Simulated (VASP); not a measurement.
Given:

```
CELL_PARAMETERS angstrom
      4.04437     0.00000     0.00000
      0.00000     4.04437     0.00000
      0.00000     0.00000     4.04437
ATOMIC_POSITIONS crystal
  K  0.00000 0.00000 0.00000
  Mg 0.50000 0.50000 0.50000
  F  0.50000 0.00000 0.50000
  F  0.00000 0.50000 0.50000
  F  0.50000 0.50000 0.00000
```

All values below come from PBE GGA, VASP's PBE PAW potentials (set 64) (plane waves; VASP). Numerical set-up: 520 eV cut-off, 6×6×6 Γ-centred mesh, tetrahedra with Blöchl corrections, potentials K_sv Mg F.

The cores are frozen, which limits the accuracy of field gradients.

Task: Give the principal components of the electric field gradient (V/Å²) and the asymmetry η at each nucleus.

Result: 
| atom | Vxx | Vyy | Vzz | η |
|---|---|---|---|---|
| K1 | 0.0 | 0.0 | 0.0 | - |
| Mg2 | 0.0 | 0.0 | 0.0 | - |
| F3 | -24.6 | -24.6 | 49.2 | 0.00 |
| F4 | -24.6 | -24.6 | 49.2 | 0.00 |
| F5 | -24.6 | -24.6 | 49.2 | 0.00 |

The compound is KMgF3 in the cubic perovskite structure. It was relaxed first.
